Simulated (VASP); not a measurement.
```
CELL_PARAMETERS angstrom
     -2.61495     2.61495     5.11011
      2.61495    -2.61495     5.11011
      2.61495     2.61495    -5.11011
ATOMIC_POSITIONS crystal
  Zn 0.00000 0.00000 0.00000
  Zn 0.75000 0.25000 0.50000
  Si 0.50000 0.50000 0.00000
  Si 0.25000 0.75000 0.50000
  P  0.87500 0.86282 0.48782
  P  0.13718 0.62500 0.01218
  P  0.37500 0.38718 0.51218
  P  0.61282 0.12500 0.98782
```

All values below come from LDA (Ceperley-Alder, Perdew-Zunger), VASP's LDA PAW potentials (set 64) (plane waves; VASP 6.6.1). Run with 500 eV cut-off, 6×6×6 Γ-centred mesh, Gaussian smearing of 0.050 eV, potentials Zn Si P.

Energy and stress use the plane-wave basis of the starting cell.

Problem. The ions, cell shape and volume at an external pressure of 10.0 GPa are relaxed. Give the cell that the relaxation ends in.

Solution. 
```
CELL_PARAMETERS angstrom
     -2.58049     2.58049     5.04488
      2.58049    -2.58049     5.04488
      2.58049     2.58049    -5.04488
ATOMIC_POSITIONS crystal
  Zn 0.00000 0.00000 0.00000
  Zn 0.75000 0.25000 0.50000
  Si 0.50000 0.50000 0.00000
  Si 0.25000 0.75000 0.50000
  P  0.87500 0.86380 0.48880
  P  0.13620 0.62500 0.01120
  P  0.37500 0.38620 0.51120
  P  0.61380 0.12500 0.98880
```
Space group I-42d (122), at a tolerance of 0.03 Å.

Problem. How do energy and volume change from the first to the last step?

Solution. The energy (σ→0) changes by +31.3 meV/atom and the volume by -3.9 %, in 6 ionic steps.

```csv
step,E(σ→0) (eV),max force (eV/Å),pressure (GPa),volume (Å³)
1,-42.2900,0.000,4.98,139.77
2,-41.5949,0.180,16.47,128.98
3,-42.0483,0.081,9.97,134.53
4,-42.0418,0.082,10.08,134.43
5,-42.0402,0.026,10.09,134.39
6,-42.0393,0.002,10.08,134.37
```

The compound is ZnSiP2 in the chalcopyrite structure. This run relaxes it under an external pressure of 10 GPa. Symmetry was kept, so distortions that lower it aren't found.
